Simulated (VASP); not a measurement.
# ZrSi2: structure and properties in VASP, part 4 of 5

Wanted: the relaxed cell of ZrSi2 and its properties. Left out of this account: 1 further run (bands with LDA: it shows nothing beyond the runs told). The start is a cell from a database of measured crystal structures.

VASP 6.6.1; LDA; plane waves and PAW (Zr_sv, Si).

So far. Step 6 (Bands along the symmetry lines (LDA)): There is no gap at this level. Step 7 (Density of states (LDA)): The finer mesh and the other smearing move the Fermi level by -0.02 eV from the 6×6×6 run, a small shift, which tests the Fermi level alone. Of the states within 0.3 eV of the Fermi level, the largest shares in the PAW spheres are Zr d 36 % and Si p 14 %. The rest lies in smaller channels or between the spheres.

The database entry behind the starting cell differs from later determinations by our own check (a about 0.3 % long), so it need not match the best structure at ambient conditions.

### Step 8. Optical spectrum (LDA)

LOPTICS sums transitions from filled to empty bands. NBANDS is raised for it.

INCAR

```
SYSTEM = ZrSi2
PREC = Accurate
ENCUT = 400
EDIFF = 1E-06
NELM = 100
ISMEAR = 0
SIGMA = 0.05
LREAL = .FALSE.
ALGO = Normal
GGA = CA
NBANDS = 68
LASPH = .TRUE.
LORBIT = 11
LWAVE = .FALSE.
LCHARG = .FALSE.
KPAR = 4
LOPTICS = .TRUE.
NEDOS = 1500
CSHIFT = 0.1
```

POSCAR

```
ZrSi2
1.0
    0.0000000000      0.0000000000     -3.6334602498
   -3.6643892752      0.0000000000      0.0000000000
   -1.8321946376      7.2286144981      0.0000000000
Zr Si
2 4
Direct
    0.7500000000      0.8956651100      0.2086697800
    0.2500000000      0.1043348900      0.7913302200
    0.7500000000      0.5540394371      0.8919211258
    0.2500000000      0.4459605629      0.1080788742
    0.7500000000      0.2499386112      0.5001227775
    0.2500000000      0.7500613888      0.4998772225
```

KPOINTS

```
Automatic mesh
0
Gamma
9 9 9
0 0 0
```

The projector-augmented-wave data sets are Zr_sv and Si (LDA family, release 64).

Run with:

```bash
$ mpirun -np 4 vasp_std
```

The log of the run:

```text
[... set-up lines as in an earlier step ...]
 entering main loop
       N       E                     dE             d eps       ncg     rms          rms(c)
DAV:   1     0.242386587393E+03    0.24239E+03   -0.13891E+04 17048   0.452E+02
DAV:   2    -0.313205400968E+02   -0.27371E+03   -0.25948E+03 19664   0.162E+02
DAV:   3    -0.479878684808E+02   -0.16667E+02   -0.16132E+02 25936   0.310E+01
DAV:   4    -0.485054003679E+02   -0.51753E+00   -0.51491E+00 21384   0.490E+00
DAV:   5    -0.485157264627E+02   -0.10326E-01   -0.10324E-01 20768   0.661E-01    0.261E+01
DAV:   6    -0.471044517772E+02    0.14113E+01   -0.98353E-01 21436   0.443E+00    0.113E+01
DAV:   7    -0.470024289304E+02    0.10202E+00   -0.17999E-01 20568   0.127E+00    0.299E+00
DAV:   8    -0.469889173902E+02    0.13512E-01   -0.34038E-02 20240   0.512E-01    0.577E-01
DAV:   9    -0.469884794471E+02    0.43794E-03   -0.30367E-03 20312   0.153E-01    0.281E-01
DAV:  10    -0.469884210480E+02    0.58399E-04   -0.23121E-04 20360   0.545E-02    0.984E-02
DAV:  11    -0.469884195168E+02    0.15312E-05   -0.47162E-05 20728   0.233E-02    0.223E-02
DAV:  12    -0.469884185380E+02    0.97879E-06   -0.26233E-06 19972   0.717E-03
   1 F= -.46988419E+02 E0= -.46987798E+02  d E =-.124156E-02
 optical routines
 imaginary and real dielectric function
 recalculating local potential from charge density
 direction            1
 direction            2
 direction            3
```

It took 1.9 min on 4 MPI ranks of Intel Xeon Platinum 8259CL at 2.50GHz (Skylake/Cascade Lake), shared host; peak memory 3.1 GiB; 6.7 min of CPU time.

OUTCAR, selected parts (step 8):

```text
   k-points           NKPTS =    125   k-points in BZ     NKDIM =    125   number of bands    NBANDS=     68

   NELECT =      40.0000    total number of electrons

 E-fermi :  10.4726

 k-point     1 :       0.0000    0.0000    0.0000
  band No.  band energies     occupation
    ...
     16       7.9290      2.00000
     17       8.0078      2.00000
     18       8.0555      2.00000
     19       8.1456      2.00000
     20      10.4846      0.73280
     21      11.5085      0.00000
     22      11.8775      0.00000
     23      11.9375      0.00000
     24      12.0505      0.00000
     25      12.5812      0.00000
    ...

  Total       -0.4300277      0.0127361      0.2158217      0.0000000     -0.0000000      0.0000000
  in kB       -7.1586297      0.2120174      3.5927633      0.0000000     -0.0000000      0.0000000
  external PRESSURE =      -1.1179496 kB  Pullay stress =       0.0000000 kB

 POSITION                                       TOTAL-FORCE (eV/Angst)
 -----------------------------------------------------------------------------------
     -3.66439      1.50839     -2.72510         0.000000      0.082026     -0.000000
     -1.83219      5.72022     -0.90837         0.000000     -0.082026      0.000000
     -3.66439      6.44735     -2.72510         0.000000      0.022727     -0.000000
     -1.83219      0.78126     -0.90837         0.000000     -0.022727     -0.000000
     -1.83219      3.61519     -2.72510         0.000000     -0.049217     -0.000000
     -3.66439      3.61342     -0.90837        -0.000000      0.049217     -0.000000
 -----------------------------------------------------------------------------------
    total drift:                                0.000000      0.000000     -0.000000

  FREE ENERGIE OF THE ION-ELECTRON SYSTEM (eV)
  ---------------------------------------------------
  free  energy   TOTEN  =       -46.9884185380 eV

  energy  without entropy=      -46.9871769783  energy(sigma->0) =      -46.98779776

 plasma frequency squared (from intraband transitions) (eV^2)
  --------------------------------------------------------------------------------------
       9.613       0.000       0.000
       0.000       3.548       0.000
       0.000      -0.000      11.689

[... 8 parts as in an earlier step ...]

[... 8 further parts left out ...]
```

On this mesh force components of up to 0.08 eV/Å appear, so the relaxed positions are not converged with the sampling. These are independent-particle spectra without excitons or local fields, and fine structure depends on the mesh and on CSHIFT. The intraband (Drude) part is not in this spectrum.

This step gave:

```yaml
electronic_steps: 12
bands: 68
free_energy_toten: -46.99 eV
energy_at_zero_smearing: -46.99 eV
fermi_energy: 10.47 eV
pressure: -0.1118 GPa
```

The imaginary dielectric function has structure finer than the step of the table below, so its rows give means over 1 eV, whole bins alone (the curve runs from 0 to 25.0 eV). Peaks (eV: height): xx 0.2: 85.4, 0.6: 62.2; yy 0.7: 35.1, 2.6: 30.7; zz 1.2: 22.5, 1.8: 27.6, 3.0: 23.8, 3.9: 23.6.

Imaginary dielectric function against photon energy; means over each step:

```tsv
photon energy (eV)	xx	yy	zz
1	39.0	26.7	18.8
2	23.9	27.6	22.4
3	19.5	25.1	21.8
4	18.0	15.6	20.8
5	14.9	14.5	16.4
6	10.8	11.3	11.4
7	7.10	8.02	6.88
8	3.97	4.55	3.73
9	2.70	2.64	2.43
10	1.92	1.70	1.51
11	1.22	1.13	1.05
12	0.752	0.786	0.688
13	0.558	0.489	0.500
14	0.341	0.342	0.349
15	0.255	0.254	0.239
16	0.194	0.200	0.228
17	0.142	0.148	0.171
18	0.114	0.126	0.141
19	0.113	0.105	0.133
20	0.115	0.0951	0.112
21	0.109	0.0900	0.115
22	0.0993	0.0960	0.110
23	0.105	0.102	0.107
24	0.108	0.105	0.0992
```

Real dielectric function against photon energy:

```tsv
photon energy (eV)	xx	yy	zz
0	157	48.9	44.4
1	5.80	29.4	29.2
2	12.6	17.5	13.7
3	5.47	1.03	10.1
4	1.74	-2.07	0.380
5	-2.55	-0.656	-4.11
6	-5.32	-3.94	-6.90
7	-6.27	-6.85	-7.10
8	-4.97	-5.64	-5.40
9	-4.02	-4.59	-4.22
10	-3.22	-3.27	-3.01
11	-2.43	-2.52	-2.36
12	-1.85	-1.92	-1.76
13	-1.37	-1.45	-1.28
14	-1.000	-1.01	-0.925
15	-0.644	-0.667	-0.557
16	-0.395	-0.402	-0.319
17	-0.168	-0.187	-0.141
18	0.0205	-0.0207	0.0389
19	0.181	0.145	0.178
20	0.310	0.280	0.310
21	0.410	0.411	0.425
22	0.517	0.513	0.511
23	0.614	0.610	0.617
24	0.716	0.716	0.708
```

Force by atom:

```tsv
atom	x (eV/Å)	y (eV/Å)	z (eV/Å)	size
Zr1	0.0000	0.0820	0.0000	0.0820
Zr2	0.0000	-0.0820	0.0000	0.0820
Si3	0.0000	0.0227	0.0000	0.0227
Si4	0.0000	-0.0227	0.0000	0.0227
Si5	0.0000	-0.0492	0.0000	0.0492
Si6	0.0000	0.0492	0.0000	0.0492
```

### Step 9. Volume scan with LDA, volume scale 0.94

An equation of state needs energies on both sides of the minimum, all on one mesh and cutoff.

INCAR: that of step 8 with these lines changed.

```diff
@@ -10,3 +10,3 @@
 GGA = CA
-NBANDS = 68
+NBANDS = 26
 LASPH = .TRUE.
@@ -16,4 +16,2 @@
 KPAR = 4
-LOPTICS = .TRUE.
-NEDOS = 1500
-CSHIFT = 0.1
+ISIF = 2
```

POSCAR: that of step 8 with these lines changed.

```diff
@@ -2,5 +2,5 @@
 1.0
-    0.0000000000      0.0000000000     -3.6334602498
-   -3.6643892752      0.0000000000      0.0000000000
-   -1.8321946376      7.2286144981      0.0000000000
+    0.0000000000      0.0000000000     -3.5592871873
+   -3.5895848309      0.0000000000      0.0000000000
+   -1.7947924155      7.0810503476      0.0000000000
 Zr Si
```

KPOINTS

```
Automatic mesh
0
Gamma
6 6 6
0 0 0
```

Run with:

```bash
$ mpirun -np 4 vasp_std
```

The log of the run:

```text
[... set-up lines as in an earlier step ...]
 entering main loop
       N       E                     dE             d eps       ncg     rms          rms(c)
DAV:   1     0.229438358622E+03    0.22944E+03   -0.17332E+04  2704   0.119E+03
DAV:   2    -0.285682130956E+02   -0.25801E+03   -0.25335E+03  3180   0.327E+02
DAV:   3    -0.475419487249E+02   -0.18974E+02   -0.18816E+02  5030   0.668E+01
DAV:   4    -0.481773189002E+02   -0.63537E+00   -0.63433E+00  3520   0.126E+01
DAV:   5    -0.482034175924E+02   -0.26099E-01   -0.26090E-01  4378   0.201E+00    0.299E+01
DAV:   6    -0.468909786791E+02    0.13124E+01   -0.45878E+00  3278   0.112E+01    0.131E+01
DAV:   7    -0.468148766107E+02    0.76102E-01   -0.65019E-01  4278   0.382E+00    0.320E+00
DAV:   8    -0.468013988842E+02    0.13478E-01   -0.77386E-02  3368   0.155E+00    0.612E-01
DAV:   9    -0.468012839426E+02    0.11494E-03   -0.43077E-03  3950   0.450E-01    0.215E-01
DAV:  10    -0.468012476170E+02    0.36326E-04   -0.52200E-04  3616   0.144E-01    0.817E-02
DAV:  11    -0.468012435725E+02    0.40445E-05   -0.16345E-04  3858   0.914E-02    0.251E-02
DAV:  12    -0.468012412713E+02    0.23012E-05   -0.99574E-06  3588   0.279E-02    0.820E-03
DAV:  13    -0.468012411523E+02    0.11902E-06   -0.11467E-06  2088   0.729E-03
   1 F= -.46801241E+02 E0= -.46800212E+02  d E =-.205837E-02
```

Elapsed: 21 s, on 4 MPI ranks; peak memory 0.74 GiB; 73 s of CPU time.

OUTCAR, selected parts (step 9):

```text
   ENCUT  =  400.0 eV  29.40 Ry    5.42 a.u.   5.80  5.85 11.91*2*pi/ulx,y,z

   NELECT =      40.0000    total number of electrons

 E-fermi :  11.3243

 k-point     1 :       0.0000    0.0000    0.0000
  band No.  band energies     occupation
    ...
     15       8.2422      2.00000
     16       8.5196      2.00000
     17       8.7147      2.00000
     18       8.8687      2.00000
     19       8.9100      2.00000
     20      11.4871      0.00000
     21      12.3470      0.00000
     22      12.5905      0.00000
     23      12.8113      0.00000
     24      12.9427      0.00000
    ...

  Total        5.6948440      5.2182851      6.2767627     -0.0000000      0.0000000      0.0000000
  in kB      100.8526884     92.4130806    111.1581616     -0.0000000      0.0000000      0.0000000
  external PRESSURE =     101.4746436 kB  Pullay stress =       0.0000000 kB

 POSITION                                       TOTAL-FORCE (eV/Angst)
 -----------------------------------------------------------------------------------
     -3.58958      1.47760     -2.66947         0.000000     -0.102336     -0.000000
     -1.79479      5.60345     -0.88982        -0.000000      0.102336     -0.000000
     -3.58958      6.31574     -2.66947         0.000000     -0.194041     -0.000000
     -1.79479      0.76531     -0.88982        -0.000000      0.194041     -0.000000
     -1.79479      3.54139     -2.66947         0.000000     -0.021777      0.000000
     -3.58958      3.53966     -0.88982        -0.000000      0.021777     -0.000000
 -----------------------------------------------------------------------------------
    total drift:                               -0.000000     -0.000000      0.000000

  FREE ENERGIE OF THE ION-ELECTRON SYSTEM (eV)
  ---------------------------------------------------
  free  energy   TOTEN  =       -46.8012411523 eV

  energy  without entropy=      -46.7991827796  energy(sigma->0) =      -46.80021197

[... 3 parts as in an earlier step ...]

[... 13 further parts left out ...]
```

The scan keeps the cell's shape and the fractional positions fixed.

This step gave:

| Item | Value |
| --- | --- |
| electronic steps | 13 |
| bands | 26 |
| irreducible k points | 52 |
| free energy (TOTEN) | -46.80 eV |
| energy at zero smearing | -46.80 eV |
| Fermi energy | 11.32 eV |
| pressure | 10.15 GPa |

Force by atom:

```tsv
atom	x (eV/Å)	y (eV/Å)	z (eV/Å)	size
Zr1	0.000	-0.102	0.000	0.102
Zr2	0.000	0.102	0.000	0.102
Si3	0.000	-0.194	0.000	0.194
Si4	0.000	0.194	0.000	0.194
Si5	0.000	-0.022	0.000	0.022
Si6	0.000	0.022	0.000	0.022
```

The pressure here is 10.15 GPa.

### Step 10. Volume scan with LDA, volume scale 0.96

INCAR is that of step 9.

POSCAR: that of step 9 with these lines changed.

```diff
@@ -2,5 +2,5 @@
 1.0
-    0.0000000000      0.0000000000     -3.5592871873
-   -3.5895848309      0.0000000000      0.0000000000
-   -1.7947924155      7.0810503476      0.0000000000
+    0.0000000000      0.0000000000     -3.5843534159
+   -3.6148644302      0.0000000000      0.0000000000
+   -1.8074322151      7.1309185424      0.0000000000
 Zr Si
```

KPOINTS is that of step 9.

Run with:

```bash
$ mpirun -np 4 vasp_std
```

The log of the run:

```text
[... set-up lines as in an earlier step ...]
 entering main loop
       N       E                     dE             d eps       ncg     rms          rms(c)
DAV:   1     0.227083822401E+03    0.22708E+03   -0.17278E+04  2704   0.119E+03
DAV:   2    -0.288109914006E+02   -0.25589E+03   -0.25152E+03  3200   0.324E+02
DAV:   3    -0.476402712831E+02   -0.18829E+02   -0.18672E+02  4998   0.661E+01
DAV:   4    -0.483214488905E+02   -0.68118E+00   -0.67984E+00  3526   0.130E+01
DAV:   5    -0.483481865165E+02   -0.26738E-01   -0.26732E-01  4374   0.204E+00    0.285E+01
DAV:   6    -0.469922997952E+02    0.13559E+01   -0.48642E+00  3320   0.114E+01    0.123E+01
DAV:   7    -0.469156580507E+02    0.76642E-01   -0.64624E-01  4272   0.377E+00    0.319E+00
DAV:   8    -0.469018006648E+02    0.13857E-01   -0.73014E-02  3386   0.150E+00    0.625E-01
DAV:   9    -0.469016508589E+02    0.14981E-03   -0.43266E-03  3960   0.448E-01    0.220E-01
DAV:  10    -0.469016108141E+02    0.40045E-04   -0.52797E-04  3650   0.146E-01    0.816E-02
DAV:  11    -0.469016071428E+02    0.36713E-05   -0.16008E-04  3786   0.901E-02    0.228E-02
DAV:  12    -0.469016049720E+02    0.21708E-05   -0.92149E-06  3478   0.268E-02    0.751E-03
DAV:  13    -0.469016049174E+02    0.54525E-07   -0.89398E-07  2094   0.655E-03
   1 F= -.46901605E+02 E0= -.46900485E+02  d E =-.223889E-02
```

The job ended after 24 s (4 MPI ranks; peak memory 0.75 GiB).

From OUTCAR (step 10):

```text
   ENCUT  =  400.0 eV  29.40 Ry    5.42 a.u.   5.85  5.89 12.00*2*pi/ulx,y,z

   NELECT =      40.0000    total number of electrons

 E-fermi :  11.0552

 k-point     1 :       0.0000    0.0000    0.0000
  band No.  band energies     occupation
    ...
     15       8.0144      2.00000
     16       8.3151      2.00000
     17       8.4696      2.00000
     18       8.5888      2.00000
     19       8.6437      2.00000
     20      11.1388      0.01810
     21      12.0590      0.00000
     22      12.3463      0.00000
     23      12.5118      0.00000
     24      12.6365      0.00000
    ...

  Total        3.6471657      3.3559610      4.0170063      0.0000000      0.0000000      0.0000000
  in kB       63.2437724     58.1941298     69.6570018      0.0000000      0.0000000      0.0000000
  external PRESSURE =      63.6983013 kB  Pullay stress =       0.0000000 kB

 POSITION                                       TOTAL-FORCE (eV/Angst)
 -----------------------------------------------------------------------------------
     -3.61486      1.48801     -2.68827         0.000000     -0.053878      0.000000
     -1.80743      5.64291     -0.89609         0.000000      0.053878      0.000000
     -3.61486      6.36022     -2.68827         0.000000     -0.128053      0.000000
     -1.80743      0.77070     -0.89609        -0.000000      0.128053      0.000000
     -1.80743      3.56633     -2.68827         0.000000     -0.016498      0.000000
     -3.61486      3.56458     -0.89609        -0.000000      0.016498      0.000000
 -----------------------------------------------------------------------------------
    total drift:                               -0.000000     -0.000000      0.000000

  FREE ENERGIE OF THE ION-ELECTRON SYSTEM (eV)
  ---------------------------------------------------
  free  energy   TOTEN  =       -46.9016049174 eV

  energy  without entropy=      -46.8993660275  energy(sigma->0) =      -46.90048547

[... 4 parts as in an earlier step ...]

[... 12 further parts left out ...]
```

This step gave:

| Item | Value |
| --- | --- |
| free energy (TOTEN) | -46.90 eV |
| energy at zero smearing | -46.90 eV |
| Fermi energy | 11.06 eV |
| pressure | 6.370 GPa |

Force by atom:

```tsv
atom	x (eV/Å)	y (eV/Å)	z (eV/Å)	size
Zr1	0.000	-0.054	0.000	0.054
Zr2	0.000	0.054	0.000	0.054
Si3	0.000	-0.128	0.000	0.128
Si4	0.000	0.128	0.000	0.128
Si5	0.000	-0.016	0.000	0.016
Si6	0.000	0.016	0.000	0.016
```

The pressure falls from 10.15 to 6.37 GPa.

The run ends at a pressure of 6.37 GPa, with forces up to 0.13 eV/Å.

### Step 11. Volume scan with LDA, volume scale 0.98

INCAR is that of step 10.

POSCAR: that of step 10 with these lines changed.

```diff
@@ -2,5 +2,5 @@
 1.0
-    0.0000000000      0.0000000000     -3.5843534159
-   -3.6148644302      0.0000000000      0.0000000000
-   -1.8074322151      7.1309185424      0.0000000000
+    0.0000000000      0.0000000000     -3.6090738758
+   -3.6397953176      0.0000000000      0.0000000000
+   -1.8198976588      7.1800988450      0.0000000000
 Zr Si
```

KPOINTS is that of step 10.

Run with:

```bash
$ mpirun -np 4 vasp_std
```

The log of the run:

```text
[... set-up lines as in an earlier step ...]
 entering main loop
       N       E                     dE             d eps       ncg     rms          rms(c)
DAV:   1     0.228814476774E+03    0.22881E+03   -0.17288E+04  2704   0.119E+03
DAV:   2    -0.289503039800E+02   -0.25776E+03   -0.25320E+03  3204   0.324E+02
DAV:   3    -0.477314549521E+02   -0.18781E+02   -0.18614E+02  5004   0.662E+01
DAV:   4    -0.484223761722E+02   -0.69092E+00   -0.68982E+00  3508   0.131E+01
[...]
DAV:  11    -0.469593674141E+02    0.30445E-05   -0.15579E-04  3866   0.873E-02    0.222E-02
DAV:  12    -0.469593650772E+02    0.23369E-05   -0.98511E-06  3462   0.269E-02    0.694E-03
DAV:  13    -0.469593650706E+02    0.65656E-08   -0.67274E-07  2078   0.565E-03
   1 F= -.46959365E+02 E0= -.46958347E+02  d E =-.203670E-02
```

The job ended after 20 s (4 MPI ranks; peak memory 0.75 GiB).

From OUTCAR (step 11):

```text
  Total        1.7785949      1.6454000      1.9452537      0.0000000      0.0000000      0.0000000
  in kB       30.2123481     27.9498141     33.0433208      0.0000000      0.0000000      0.0000000
  external PRESSURE =      30.4018277 kB  Pullay stress =       0.0000000 kB

 POSITION                                       TOTAL-FORCE (eV/Angst)
 -----------------------------------------------------------------------------------
     -3.63980      1.49827     -2.70681         0.000000     -0.026436     -0.000000
     -1.81990      5.68183     -0.90227        -0.000000      0.026436      0.000000
     -3.63980      6.40408     -2.70681         0.000000     -0.059498      0.000000
     -1.81990      0.77602     -0.90227        -0.000000      0.059498      0.000000
     -1.81990      3.59093     -2.70681        -0.000000     -0.009993      0.000000
     -3.63980      3.58917     -0.90227         0.000000      0.009993     -0.000000
 -----------------------------------------------------------------------------------
    total drift:                                0.000000      0.000000      0.000000

  FREE ENERGIE OF THE ION-ELECTRON SYSTEM (eV)
  ---------------------------------------------------
  free  energy   TOTEN  =       -46.9593650706 eV

  energy  without entropy=      -46.9573283702  energy(sigma->0) =      -46.95834672

[... 1 part as in an earlier step ...]

[... 2 further parts left out ...]
[key lines of the parts left out:]
E-fermi :  10.7854
```

The pressure falls from 6.37 to 3.04 GPa.

The run ends at a pressure of 3.04 GPa, with forces up to 0.059 eV/Å.

### Step 12. Volume scan with LDA, volume scale 1

INCAR is that of step 11.

POSCAR: that of step 11 with these lines changed.

```diff
@@ -2,5 +2,5 @@
 1.0
-    0.0000000000      0.0000000000     -3.6090738758
-   -3.6397953176      0.0000000000      0.0000000000
-   -1.8198976588      7.1800988450      0.0000000000
+    0.0000000000      0.0000000000     -3.6334602498
+   -3.6643892752      0.0000000000      0.0000000000
+   -1.8321946376      7.2286144981      0.0000000000
 Zr Si
```

KPOINTS is that of step 11.

Run with:

```bash
$ mpirun -np 4 vasp_std
```

The log of the run:

```text
[... set-up lines as in an earlier step ...]
 entering main loop
       N       E                     dE             d eps       ncg     rms          rms(c)
[... 13 cycles as in an earlier step ...]
   1 F= -.46978922E+02 E0= -.46978066E+02  d E =-.171135E-02
```

The job ended after 24 s (4 MPI ranks; peak memory 0.76 GiB).

OUTCAR, selected parts (step 12):

```text
[... 6 parts as in an earlier step ...]

[... 1 further part left out ...]
[key lines of the parts left out:]
E-fermi :  10.5249
```

The pressure falls from 3.04 to 0.01 GPa.

The run ends at a pressure of 0.01 GPa, with forces up to 0.0053 eV/Å.

(Continued in part 5 of 5.)

[Lines on the potential files, build, host, timing and source positions are cut from VASP's logs without a mark.]

[Logs are printed without paths, hosts, clocks, repeated set-up lines and the standing remarks that a program may print on its own settings, such as how far it seeks lower states.]

[Hosts, paths, dates, database ids (printed as entryN), source tags and the programs' standing remarks are cut or masked in the printed files.]

[A measured line is paired with the nearest computed mode of its activity, which favours agreement.]
